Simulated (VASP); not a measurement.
All values below come from PBEsol GGA, VASP's PBE PAW potentials (set 64) (plane waves; VASP).

VASP input:

**POSCAR**
```
Au3Ir
1
   -0.0971818785     4.0106151299     4.0201897539
    4.0106151299    -0.0971818785     4.0201897539
    1.9567166257     1.9567166257     0.0000000000
Ir Au
1 3
Direct
  0.0000000000   0.0000000000   0.0000000000
  0.0000000000   0.5000000000   0.0000000000
  0.5000000000   0.0000000000   0.0000000000
  0.5000000000   0.5000000000   0.0000000000
```

**INCAR**
```
EDIFF=1E-6
NSW=60   # most ionic steps
SYSTEM=Au3Ir
IBRION=2
GGA=PS
PREC=Accurate
SIGMA=0.1   # width (eV)
LREAL=F
EDIFFG=-0.02   # ionic stop
ISMEAR=1   # Methfessel-Paxton
ISIF=3
ALGO=Normal
NELM=100
LWAVE=F
LASPH=T   # aspherical one-centre terms
LCHARG=F
LMAXMIX=6
ENCUT=400
```

### KPOINTS
```
Automatic mesh
0
Gamma
6 6 12
0 0 0
```

POTCAR, in this order: Ir Au (PBE.64 set). Program: vasp_std.

What VASP printed:

### OUTCAR
```
 ion  position               nearest neighbor table
   1  0.000  0.000  0.000-   2 2.84   3 2.84   2 2.84   3 2.84   2 2.84   2 2.84   3 2.84   3 2.84
                             4 2.90   4 2.90
   2  0.000  0.500  0.000-   1 2.84   4 2.84   1 2.84   4 2.84   1 2.84   1 2.84   4 2.84   4 2.84
                             3 2.90   3 2.90
   3  0.500  0.000  0.000-   1 2.84   4 2.84   1 2.84   4 2.84   4 2.84   4 2.84   1 2.84   1 2.84
                             2 2.90   2 2.90
   4  0.500  0.500  0.000-   2 2.84   3 2.84   2 2.84   3 2.84   3 2.84   3 2.84   2 2.84   2 2.84
                             1 2.90   1 2.90
  LATTYP: Found a base centered orthorhombic cell.
 ALAT       =     5.8093022408
 B/A-ratio  =     1.3840525376
 C/A-ratio  =     0.4763420933
 Subroutine PRICEL returns:
 Original cell was already a primitive cell.
 Subroutine GETGRP returns: Found  8 space group operations
The static configuration has the point symmetry D_2h.
The dynamic configuration has the point symmetry D_2h.
 Subroutine INISYM returns: Found  8 space group operations
 Subroutine IBZKPT returns following result:
 Found     88 irreducible k-points:

 Following reciprocal coordinates:
            Coordinates               Weight
  0.000000  0.000000  0.000000      1.000000
  0.166667  0.000000  0.000000      4.000000
  0.333333  0.000000  0.000000      4.000000
  0.500000  0.000000  0.000000      2.000000
  0.166667  0.166667  0.000000      2.000000
  0.333333  0.166667  0.000000      4.000000
  0.500000  0.166667  0.000000      4.000000
 -0.333333  0.166667  0.000000      4.000000
 -0.166667  0.166667  0.000000      2.000000
  0.333333  0.333333  0.000000      2.000000
  0.500000  0.333333  0.000000      4.000000
 -0.333333  0.333333  0.000000      2.000000
  0.500000  0.500000  0.000000      1.000000
  0.000000  0.000000  0.083333      4.000000
  0.166667  0.000000  0.083333      4.000000
  0.333333 -0.000000  0.083333      8.000000
...
```

OSZICAR:
```
       N       E                     dE             d eps       ncg     rms          rms(c)
DAV:   1     0.276571767538E+03    0.27657E+03   -0.18276E+04  4424   0.133E+03
DAV:   2    -0.113868824863E+02   -0.28796E+03   -0.27917E+03  4738   0.347E+02
DAV:   3    -0.220962761449E+02   -0.10709E+02   -0.10297E+02  5110   0.648E+01
DAV:   4    -0.223244666630E+02   -0.22819E+00   -0.22755E+00  4802   0.974E+00
DAV:   5    -0.223291053624E+02   -0.46387E-02   -0.46365E-02  5148   0.144E+00    0.224E+01
DAV:   6    -0.208452072468E+02    0.14839E+01   -0.67510E+00  5428   0.238E+01    0.155E+01
DAV:   7    -0.208402888853E+02    0.49184E-02   -0.61838E+00  5711   0.213E+01    0.742E+00
DAV:   8    -0.205255044009E+02    0.31478E+00   -0.22759E+00  6305   0.157E+01    0.363E+00
DAV:   9    -0.205145913525E+02    0.10913E-01   -0.78738E-02  4684   0.283E+00    0.109E+00
DAV:  10    -0.205110951298E+02    0.34962E-02   -0.16515E-02  5559   0.133E+00    0.273E-01
DAV:  11    -0.205110902025E+02    0.49273E-05   -0.11655E-03  5744   0.264E-01    0.908E-02
DAV:  12    -0.205110731773E+02    0.17025E-04   -0.10353E-04  5549   0.117E-01    0.196E-02
DAV:  13    -0.205110734800E+02   -0.30273E-06   -0.83718E-06  4686   0.327E-02
   1 F= -.20511073E+02 E0= -.20511362E+02  d E =-.205111E+02
       N       E                     dE             d eps       ncg     rms          rms(c)
DAV:   1    -0.205146468819E+02   -0.35737E-02   -0.20152E-01  4433   0.306E+00    0.280E-01
DAV:   2    -0.205127993786E+02    0.18475E-02   -0.27334E-03  5537   0.428E-01    0.140E-01
DAV:   3    -0.205121450193E+02    0.65436E-03   -0.10653E-03  4748   0.245E-01    0.421E-02
DAV:   4    -0.205121329484E+02    0.12071E-04   -0.11747E-04  5661   0.932E-02    0.316E-02
DAV:   5    -0.205121291084E+02    0.38399E-05   -0.30447E-05  5817   0.507E-02    0.179E-02
DAV:   6    -0.205121288604E+02    0.24799E-06   -0.27985E-06  2683   0.168E-02
   2 F= -.20512129E+02 E0= -.20512511E+02  d E =-.105538E-02
       N       E                     dE             d eps       ncg     rms          rms(c)
DAV:   1    -0.205356293275E+02   -0.23500E-01   -0.18037E+00  4422   0.917E+00    0.832E-01
DAV:   2    -0.205193408329E+02    0.16288E-01   -0.23783E-02  5498   0.127E+00    0.419E-01
DAV:   3    -0.205134516241E+02    0.58892E-02   -0.95814E-03  4729   0.729E-01    0.121E-01
DAV:   4    -0.205133592098E+02    0.92414E-04   -0.78176E-04  5412   0.236E-01    0.853E-02
DAV:   5    -0.205133433429E+02    0.15867E-04   -0.17811E-04  6201   0.124E-01    0.516E-02
DAV:   6    -0.205133420745E+02    0.12683E-05   -0.33732E-05  5982   0.552E-02    0.219E-02
DAV:   7    -0.205133419026E+02    0.17187E-06   -0.35326E-06  3043   0.183E-02
   3 F= -.20513342E+02 E0= -.20513914E+02  d E =-.226842E-02
       N       E                     dE             d eps       ncg     rms          rms(c)
DAV:   1    -0.205312512626E+02   -0.17909E-01   -0.51381E-01  4413   0.600E+00    0.857E-01
DAV:   2    -0.205134617486E+02    0.17790E-01   -0.45642E-02  4466   0.184E+00    0.420E-01
DAV:   3    -0.205122184605E+02    0.12433E-02   -0.73401E-03  5405   0.725E-01    0.229E-01
DAV:   4    -0.205120883101E+02    0.13015E-03   -0.22800E-03  6160   0.455E-01    0.200E-01
DAV:   5    -0.205120040388E+02    0.84271E-04   -0.45691E-04  5876   0.179E-01    0.254E-02
DAV:   6    -0.205120055632E+02   -0.15245E-05   -0.21708E-05  4609   0.362E-02    0.982E-03
DAV:   7    -0.205120062303E+02   -0.66711E-06   -0.87930E-07  2378   0.816E-03
   4 F= -.20512006E+02 E0= -.20512580E+02  d E =0.133567E-02
       N       E                     dE             d eps       ncg     rms          rms(c)
DAV:   1    -0.205262486258E+02   -0.14243E-01   -0.34146E-01  4409   0.489E+00    0.694E-01
DAV:   2    -0.205143844041E+02    0.11864E-01   -0.30184E-02  4448   0.150E+00    0.350E-01
DAV:   3    -0.205135474962E+02    0.83691E-03   -0.42995E-03  5286   0.544E-01    0.198E-01
DAV:   4    -0.205134941514E+02    0.53345E-04   -0.14224E-03  6146   0.354E-01    0.165E-01
DAV:   5    -0.205134134973E+02    0.80654E-04   -0.39376E-04  6114   0.171E-01    0.224E-02
DAV:   6    -0.205134131198E+02    0.37750E-06   -0.14828E-05  4486   0.300E-02    0.812E-03
DAV:   7    -0.205134131453E+02   -0.25549E-07   -0.71459E-07  2337   0.735E-03
   5 F= -.20513413E+02 E0= -.20513987E+02  d E =-.712427E-04
```

**OUTCAR**
```
------------------------ aborting loop because EDIFF is reached ----------------------------------------
  FORCE on cell =-STRESS in cart. coord.  units (eV):
  Direction    XX          YY          ZZ          XY          YZ          ZX
  --------------------------------------------------------------------------------------
  Total       -0.0195595     -0.0195595      0.0175574     -0.0132730      0.0000000     -0.0000000
  in kB       -0.4847890     -0.4847890      0.4351670     -0.3289764      0.0000000     -0.0000000
  external PRESSURE =      -0.1781370 kB  Pullay stress =       0.0000000 kB
  volume of cell :       64.64
      direct lattice vectors                 reciprocal lattice vectors
    -0.112564578  4.035887280  3.971681991    -0.120526890  0.120526890  0.125891247
     4.035887280 -0.112564578  3.971681991     0.120526890 -0.120526890  0.125891247
     1.961661351  1.961661351 -0.000000000     0.254885992  0.254885992 -0.251782495
 POSITION                                       TOTAL-FORCE (eV/Angst)
 -----------------------------------------------------------------------------------
      0.00000      0.00000      0.00000         0.000000     -0.000000     -0.000000
      2.01794     -0.05628      1.98584        -0.000000     -0.000000     -0.000000
     -0.05628      2.01794      1.98584        -0.000000      0.000000     -0.000000
      1.96166      1.96166      3.97168        -0.000000     -0.000000      0.000000
 -----------------------------------------------------------------------------------
    total drift:                                0.000000     -0.000000      0.000000
  FREE ENERGIE OF THE ION-ELECTRON SYSTEM (eV)
  ---------------------------------------------------
  free  energy   TOTEN  =       -20.5134131453 eV

  energy  without entropy=      -20.5151356906  energy(sigma->0) =      -20.51398733

 reached required accuracy - stopping structural energy minimisation
```
(Selected blocks of OUTCAR.)

**CONTCAR**
```
Au3Ir
   1.00000000000000
    -0.1125645778831841    4.0358872802468841    3.9716819908349383
     4.0358872802468841   -0.1125645778831842    3.9716819908349383
     1.9616613511818501    1.9616613511818501   -0.0000000000000000
  Ir              Au
     1     3
Direct
     0.0000000000000000    0.0000000000000000    0.0000000000000000
     0.0000000000000000    0.5000000000000000    0.0000000000000000
     0.5000000000000000    0.0000000000000000    0.0000000000000000
     0.5000000000000000    0.5000000000000000    0.0000000000000000
```

OUTCAR:
```
 val. band max:        9.4009321978   @ k =   0.1667   0.1667   0.5000

 cond. band min:       9.4137351885   @ k =  -0.1667   0.3333   0.0833


 Fermi energy:         9.4043323367

 k-point     1 :       0.0000    0.0000    0.0000
  band No.  band energies     occupation
      1      -0.6924      2.00000
      2       1.8695      2.00000
      3       1.8901      2.00000
      4       2.2322      2.00000
      5       2.6448      2.00000
      6       4.3535      2.00000
      7       4.6896      2.00000
      8       4.8146      2.00000
      9       4.8182      2.00000
     10       5.0567      2.00000
     11       5.3351      2.00000
     12       5.6648      2.00000
     13       6.4741      2.00000
     14       6.9540      2.00000
     15       7.4375      2.00000
     16       7.6508      2.00000
     17       7.8551      2.00000
     18       8.2965      2.00000
     19       8.4487      2.00000
     20       8.9782      2.00000
     21       9.0762      2.00004
     22       9.7180     -0.00009
     23       9.8998     -0.00000
     24      10.8918     -0.00000
     25      13.3878      0.00000

 k-point     2 :       0.1667    0.0000    0.0000
  band No.  band energies     occupation
      1      -0.4506      2.00000
      2       1.8673      2.00000
      3       2.0418      2.00000
      4       2.3507      2.00000
      5       2.7859      2.00000
      6       4.3291      2.00000
      7       4.6701      2.00000
      8       4.7835      2.00000
      9       4.9013      2.00000
     10       5.1549      2.00000
     11       5.4156      2.00000
     12       5.6417      2.00000
     13       6.4389      2.00000
     14       6.5616      2.00000
     15       6.9282      2.00000
     16       7.1871      2.00000
     17       7.4897      2.00000
     18       7.7931      2.00000
     19       8.0275      2.00000
     20       8.6305      2.00000
     21       9.5714     -0.03970
     22       9.8299     -0.00000
     23       9.8411     -0.00000
...
```

Unless said otherwise, spin-orbit coupling is left out, though it shifts the bands of the heavy elements here.

The structure was generated: Au3Ir was put into an ordered model structure (Cmmm), which need not be its known phase. This run relaxes it. Symmetry was kept, so distortions that lower it aren't found. The start is the result of an earlier pass.
